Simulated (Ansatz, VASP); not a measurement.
## Two plane-wave programs on Ge3W2

```
Ge W
1.0
     4.80518    0.00000    0.00000
     0.00000    4.80518    0.00000
     0.00000    0.00000    4.80518
Ge W
3 2
Direct
  0.50000 0.00000 0.00000
  0.00000 0.50000 0.00000
  0.00000 0.00000 0.50000
  0.50000 0.50000 0.50000
  0.00000 0.00000 0.00000
```

Alike in both runs: functional PBE; k mesh 4 × 4 × 4; occupations gaussian, width 0.1 eV; no spin polarisation.

Ansatz relaxed the structure, and its values are those at the end. VASP's run is a single point on that final structure, the one shown.

|  | VASP | Ansatz |
| --- | --- | --- |
| version | VASP 6.6.1 | Ansatz 0.2.0 |
| potentials or method | VASP PAW PBE potentials, release 64 (Ge_d, W_sv) | scalar-relativistic, plane waves, PAW |
| plane-wave cutoff (eV) | 520 | 420 |
| valence electrons in the cell | 70 | 70 |

VASP gave:

* gap on the k mesh at the Fermi level (eV): none
* pressure (GPa): 0.2

Which values does Ansatz return?

gap on the k mesh at the Fermi level (eV): none; pressure (GPa): 0.1.

A gap of «none» marks a metal or a gap that the smearing closes. With one functional, cell and mesh, what is left measures potentials, basis and numerics.

The runs have no spin-orbit coupling, so splittings on W are missing.
